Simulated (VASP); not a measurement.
Energy against volume of Mo (bcc). Computed with RPBE GGA, VASP's PBE PAW potentials (set 64) (plane waves; VASP).

```csv
V (Å³/atom),E (eV/atom)
15.108,-10.32064
15.591,-10.35639
16.073,-10.36591
16.555,-10.35304
17.037,-10.32116
```

**Question.** Fit a third-order Birch-Murnaghan equation of state.

**Answer.** 
```yaml
volume_per_atom: 16.02 Å³/atom
bulk_modulus: 250 GPa
pressure_derivative_of_the_bulk_modulus: 4.33
lattice_constant_a: 317.6 pm
```

Measured: bulk modulus 265 GPa at 0 K (computed value off by -5.5 %), as given by Vázquez-Parga, Fernández-Martínez, Viñes, J. Chem. Theory Comput. (2023), doi:10.1021/acs.jctc.3c00612, Supporting … [zero-point energy and finite temperature contributions removed]; a 3.141 Å at 0 K (computed value off by +1.1 %), as given by Daniel Mejia-Rodriguez et al., Physical Review B (2018), arXiv:1807.09216 [static lattice: zero-point anharmonic expansion removed].

The compound is Mo in the bcc structure. It was relaxed first.
